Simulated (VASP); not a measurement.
All values below come from LDA (Ceperley-Alder, Perdew-Zunger), VASP's LDA PAW potentials (set 64) (plane waves; VASP).

A VASP calculation is set up with these files.

**INCAR**
```
SYSTEM = Ti
PREC = Accurate; ENCUT = 500; LREAL = .FALSE.
LASPH = .TRUE.
EDIFF = 1E-6; NELM = 100; ALGO = Normal
LMAXMIX = 4
ISMEAR = 1; SIGMA = 0.1
IBRION = 2; NSW = 40; ISIF = 3
EDIFFG = -0.02; PSTRESS = 200
LWAVE = .FALSE.; LCHARG = .FALSE.
```

### POSCAR
```
Ti
1.0
  1.3670819224  -2.3678554392   0.0000000000
  1.3670819224   2.3678554392   0.0000000000
  0.0000000000   0.0000000000   4.3688879122
Ti
2
Direct
  0.3333330000   0.6666670000   0.2500000000
  0.6666670000   0.3333330000   0.7500000000
```

KPOINTS:
```
Automatic mesh
0
Gamma
15 15 8
0 0 0
```

POTCAR, in this order: Ti_sv (LDA.64 set). Program: vasp_std.

The resulting files:

File OSZICAR:
```
       N       E                     dE             d eps       ncg     rms          rms(c)
DAV:   1     0.240053463279E+03    0.24005E+03   -0.13291E+04  4328   0.190E+03
DAV:   2     0.946885763425E+01   -0.23058E+03   -0.22905E+03  4416   0.489E+02
DAV:   3    -0.173759834898E+02   -0.26845E+02   -0.26574E+02  8480   0.135E+02
DAV:   4    -0.182840068492E+02   -0.90802E+00   -0.90796E+00  4416   0.267E+01
DAV:   5    -0.183275684775E+02   -0.43562E-01   -0.43561E-01  6752   0.412E+00    0.145E+01
DAV:   6    -0.168465638458E+02    0.14810E+01   -0.50689E+00  5440   0.278E+01    0.454E+00
DAV:   7    -0.168432770762E+02    0.32868E-02   -0.76847E-01  6432   0.775E+00    0.219E+00
DAV:   8    -0.168858437269E+02   -0.42567E-01   -0.27950E-01  4920   0.704E+00    0.753E-01
DAV:   9    -0.168772844907E+02    0.85592E-02   -0.47534E-02  5080   0.296E+00    0.131E-01
DAV:  10    -0.168777691419E+02   -0.48465E-03   -0.30019E-03  5760   0.448E-01    0.828E-02
DAV:  11    -0.168777240772E+02    0.45065E-04   -0.34233E-04  6200   0.179E-01    0.946E-03
DAV:  12    -0.168777226193E+02    0.14579E-05   -0.76056E-06  4912   0.292E-02    0.399E-03
DAV:  13    -0.168777231853E+02   -0.56598E-06   -0.90873E-07  3104   0.120E-02
   1 F= -.13346948E+02 E0= -.13347298E+02  d E =-.133469E+02
```

**OUTCAR**
```
------------------------ aborting loop because EDIFF is reached ----------------------------------------
  FORCE on cell =-STRESS in cart. coord.  units (eV):
  Direction    XX          YY          ZZ          XY          YZ          ZX
  --------------------------------------------------------------------------------------
  Total        3.5286308      3.5286311      3.5285635      0.0000000      0.0000000      0.0000000
  in kB      199.8785479    199.8785633    199.8747336      0.0000000      0.0000000      0.0000000
  external PRESSURE =      -0.1227184 kB  Pullay stress =     200.0000000 kB
  volume of cell :       28.28
      direct lattice vectors                 reciprocal lattice vectors
     1.367081922 -2.367855439  0.000000000     0.365742529 -0.211161540  0.000000000
     1.367081922  2.367855439  0.000000000     0.365742529  0.211161540  0.000000000
     0.000000000  0.000000000  4.368887912     0.000000000  0.000000000  0.228891201
 POSITION                                       TOTAL-FORCE (eV/Angst)
 -----------------------------------------------------------------------------------
      1.36708      0.78929      1.09222         0.000000      0.000000      0.000000
      1.36708     -0.78929      3.27667        -0.000000     -0.000000      0.000000
 -----------------------------------------------------------------------------------
    total drift:                               -0.000000      0.001023     -0.000020
  FREE ENERGIE OF THE ION-ELECTRON SYSTEM (eV)
  ---------------------------------------------------
  free  energy   TOTEN  =       -16.8777231853 eV

  energy  without entropy=      -16.8787733734  energy(sigma->0) =      -16.87807325
  enthalpy is  TOTEN    =       -13.3469482362 eV   P V=        3.5307749491

 reached required accuracy - stopping structural energy minimisation
```
(Selected blocks of OUTCAR.)

The compound is Ti in the hcp structure. It was relaxed first under an external pressure of 20 GPa.
